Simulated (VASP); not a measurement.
Crystal: HfB.

```
Hf B
1.0
     0.00000    2.26284    2.26284
     2.26284    0.00000    2.26284
     2.26284    2.26284    0.00000
Hf B
1 1
Direct
  0.50000 0.50000 0.50000
  0.00000 0.00000 0.00000
```

The cell isn't the ideal one: cell and atoms relaxed from 0.94 times the given volume.

```yaml
Program: VASP 6.6.1
Task: relaxation of cell and atoms
Functional: r2SCAN
Potentials_or_basis: VASP PAW PBE potentials, release 64 (Hf_pv, B)
Cutoff: 600 eV
k_mesh: 12 × 12 × 12
Occupations: fermi-dirac, width 0.05 eV
Spin: no spin polarisation
```

At the start: pressure 49.5 GPa; volume 11.59 Å³/atom.

**Question.** Where does the relaxation end?

**Answer.** Over 20 steps the energy falls by 321.9 meV/atom and the volume is 14.02 Å³/atom (+21.0 %); space group Fm-3m (No. 225, to 0.05 Å).

Step by step:
```
step  energy change (eV)  largest force (eV/Å)  pressure (GPa)  volume (Å³)
   1              0.0000                0.0000           49.49        23.17
   2              0.4358                0.0000          -29.30        37.37
   3             -0.6412                0.0000           -2.34        28.42
   4             -0.6438                0.0000           -0.46        28.11
   5             -0.6438                0.0000            0.21        28.01
   6             -0.6438                0.0000            0.21        28.01
   7             -0.6438                0.0000            0.20        28.01
   8             -0.6438                0.0000            0.20        28.01
   9             -0.6438                0.0000            0.20        28.01
  10             -0.6438                0.0000            0.20        28.01
  11             -0.6438                0.0000            0.20        28.01
  12             -0.6438                0.0000            0.20        28.01
  13             -0.6438                0.0000            0.20        28.01
  14             -0.6438                0.0000            0.20        28.01
  15             -0.6438                0.0000            0.20        28.01
  16             -0.6438                0.0000            0.19        28.01
  17             -0.6438                0.0000            0.17        28.01
  18             -0.6439                0.0000            0.14        28.02
  19             -0.6439                0.0000            0.08        28.03
  20             -0.6439                0.0000           -0.04        28.05
```

Final structure:
```
Hf B
1.0
     0.00000    2.41150    2.41150
     2.41150    0.00000    2.41150
     2.41150    2.41150    0.00000
Hf B
1 1
Cartesian
  2.4115 2.4115 2.4115
  2.4115 0.0000 2.4115
```

Caveat: the volume moved by over 15 % at a fixed basis, so the end points are rough; the PAW data sets were made with another functional, which shifts forces and pressure a little.
